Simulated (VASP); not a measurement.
Energy against volume of TiN (rock salt). All values below come from optB88-vdW, VASP's PBE PAW potentials (set 64) (plane waves; VASP 6.6.1). Numerical set-up: 520 eV cut-off, 15×15×15 Γ-centred mesh, first-order Methfessel-Paxton smearing of 0.10 eV, potentials Ti_sv N.

```tsv
V (Å³/atom)	E (eV/atom)
9.280	-7.74808
9.567	-7.75641
9.854	-7.74962
10.141	-7.72989
```

**Question.** Fit these four points and predict the energy of the run at 8.993 Å³/atom.

**Answer.** A cubic in V^(−2/3), the third-order Birch-Murnaghan form, passes through the four points with V0 = 9.57 Å³/atom and B0 = 280 GPa, and gives -7.7221 eV/atom there. The run gave -7.7220 eV/atom, +0.1 meV/atom from the fit; all five points give B0 = 280 GPa.

The compound is TiN in the rock salt structure. It was relaxed first.
